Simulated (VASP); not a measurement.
OSZICAR of a VASP run on W (bcc):

**OSZICAR**
```
       N       E                     dE             d eps       ncg     rms          rms(c)
DAV:   1     0.737652883213E+02    0.73765E+02   -0.77317E+03  3630   0.143E+03
DAV:   2    -0.118340694701E+02   -0.85599E+02   -0.82855E+02  3900   0.330E+02
DAV:   3    -0.132625629436E+02   -0.14285E+01   -0.14193E+01  4132   0.420E+01
DAV:   4    -0.132688797480E+02   -0.63168E-02   -0.63163E-02  3942   0.312E+00
DAV:   5    -0.132689266578E+02   -0.46910E-04   -0.46908E-04  4056   0.266E-01    0.251E+01
DAV:   6    -0.128536886889E+02    0.41524E+00   -0.42817E-01  3837   0.911E+00    0.110E+01
DAV:   7    -0.127312551304E+02    0.12243E+00   -0.26785E-01  3983   0.679E+00    0.473E-01
DAV:   8    -0.127274916609E+02    0.37635E-02   -0.41626E-03  3726   0.102E+00    0.102E-01
DAV:   9    -0.127274583584E+02    0.33303E-04   -0.92735E-05  4182   0.134E-01    0.417E-02
DAV:  10    -0.127274537093E+02    0.46491E-05   -0.19953E-05  3933   0.659E-02    0.355E-03
DAV:  11    -0.127274539209E+02   -0.21167E-06   -0.21860E-07  2261   0.727E-03
   1 F= -.86865504E+01 E0= -.86865175E+01  d E =-.868655E+01
       N       E                     dE             d eps       ncg     rms          rms(c)
DAV:   1    -0.127149122108E+02    0.12541E-01   -0.35622E-02  3774   0.307E+00    0.577E-01
DAV:   2    -0.127136564355E+02    0.12558E-02   -0.17574E-03  3747   0.592E-01    0.138E-01
DAV:   3    -0.127134314351E+02    0.22500E-03   -0.59848E-04  3813   0.337E-01    0.947E-02
DAV:   4    -0.127134394900E+02   -0.80548E-05   -0.16686E-05  3780   0.546E-02    0.128E-02
DAV:   5    -0.127134391677E+02    0.32225E-06   -0.93129E-07  2210   0.133E-02
   2 F= -.86863763E+01 E0= -.86863555E+01  d E =0.174105E-03
       N       E                     dE             d eps       ncg     rms          rms(c)
DAV:   1    -0.127262845362E+02   -0.12845E-01   -0.25233E-02  3780   0.259E+00    0.481E-01
DAV:   2    -0.127254060044E+02    0.87853E-03   -0.12456E-03  3747   0.497E-01    0.116E-01
DAV:   3    -0.127252418452E+02    0.16416E-03   -0.42657E-04  3807   0.284E-01    0.792E-02
DAV:   4    -0.127252401912E+02    0.16540E-05   -0.11399E-05  3771   0.451E-02    0.127E-02
DAV:   5    -0.127252400335E+02    0.15768E-06   -0.78071E-07  2119   0.123E-02
   3 F= -.86865565E+01 E0= -.86865256E+01  d E =-.610592E-05
```

### Question
Which electronic solver shows in the log?

### Answer
It is blocked Davidson (ALGO = Normal, or the opening steps of other solvers). The INCAR had ALGO = Normal.

### Question
Can the final energy be trusted as converged?

### Answer
The run converged. It stopped with EDIFF = 1E-6, NELM = 100, NSW = 40 and EDIFFG = -0.02 after 3 ionic steps (PBE GGA, plane waves, VASP's PBE PAW potentials (set 64)).

The compound is W in the bcc structure. This run relaxes it under an external pressure of 45 GPa. Symmetry was kept, so distortions that lower it aren't found.
